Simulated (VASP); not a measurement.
Data:

```xyz
4
Lattice="4.0096 0.0000 0.0000 -2.0048 3.4724 0.0000 0.0000 0.0000 6.5850" Properties=species:S:1:pos:R:3 pbc="T T T"
Al     0.0000     2.3149     0.0043
Al     2.0048     1.1575     3.2968
As     0.0000     2.3149     2.4717
As     2.0048     1.1575     5.7642
```

Calculation: PBEsol GGA, VASP's PBE PAW potentials (set 64) (plane waves; VASP). Settings: 400 eV cut-off, 11×11×6 Γ-centred mesh, Gaussian smearing of 0.010 eV, potentials Al As.

What does the run give for the energy per atom (σ→0)?

The energy per atom (σ→0) is -5.028 eV/atom.

The absolute energy has meaning only against runs of the same code, potentials and settings.

The structure comes from a computed database's AlAs entry (P6_3mc); how it stands against other phases isn't given here. It was relaxed first.
